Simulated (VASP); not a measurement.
All values below come from PBE GGA, VASP's PBE PAW potentials (set 64) (plane waves; VASP).

VASP ran on this input.

KPOINTS:
```
Automatic mesh
0
Gamma
 5 6 1
0 0 0
```

**POSCAR**
```
Nb16O
1
    6.6172211722    -0.0000000000     0.0000000000
    3.3086105861     4.6790822083     0.0000000000
   -0.0000000000     0.0000000000    21.0551525704
Nb O
16 1
Direct
  0.7500000000   0.5000000000   0.3347601402
  0.2500000000   0.5000000000   0.3347601402
  0.7500000000   0.0000000000   0.3347521902
  0.2500000000   0.0000000000   0.3346691688
  0.0002238911   0.0000000000   0.4429459227
  0.4997761089   0.0000000000   0.4429459227
  0.9999736127   0.5000527747   0.4431964185
  0.5000263873   0.4999472253   0.4431964185
  0.7500000000   0.5000000000   0.5571008854
  0.2500000000   0.5000000000   0.5571008854
  0.7500000000   0.0000000000   0.5552496639
  0.2500000000   0.0000000000   0.5570097757
  0.0108157170   0.0000000000   0.6734814564
  0.4891842830   0.0000000000   0.6734814564
  0.0022892732   0.4954214536   0.6663324286
  0.4977107268   0.5045785464   0.6663324286
  0.2500000000   0.0000000000   0.7314986978
```

INCAR:
```
SYSTEM = Nb16O
PREC = Normal; ENCUT = 400; LREAL = .False.
LASPH = .True.
EDIFF = 1E-5; NELM = 100; NELMIN = 4
ALGO = Normal; LMAXMIX = 4
ISMEAR = 1; SIGMA = 0.1
GGA = PE
IBRION = 2; NSW = 120; ISIF = 2
EDIFFG = -0.03
LWAVE = .True.; LCHARG = .False.
DIPOL = 0.5 0.5 0.5
LDIPOL = .True.; IDIPOL = 3
```

POTCAR, in this order: Nb_sv O (PBE.64 set). Program: vasp_std.

Estimate the energy per atom (σ→0), band gap (on the k-mesh).

```json
{
 "energy per atom (σ→0)": "-9.699 eV/atom",
 "band gap (on the k-mesh)": "none (metal, semimetal or under 0.01 eV)"
}
```

**OSZICAR**
```
...
DAV:   5    -0.164885246547E+03    0.28241E-05   -0.23626E-05  3176   0.246E-02
  18 F= -.16488525E+03 E0= -.16488626E+03  d E =-.302702E-03
       N       E                     dE             d eps       ncg     rms          rms(c)
DAV:   1    -0.164885214846E+03    0.34524E-04   -0.49136E-03  4208   0.279E-01    0.138E-02
DAV:   2    -0.164885282036E+03   -0.67190E-04   -0.45781E-04  5416   0.817E-02    0.291E-02
DAV:   3    -0.164885241705E+03    0.40331E-04   -0.23967E-04  4032   0.548E-02    0.104E-02
DAV:   4    -0.164885240441E+03    0.12639E-05   -0.13518E-05  2840   0.170E-02
  19 F= -.16488524E+03 E0= -.16488624E+03  d E =-.296597E-03
```

The cell is a thin slab with vacuum, built from Nb (bcc): (110) face, O adsorbed.
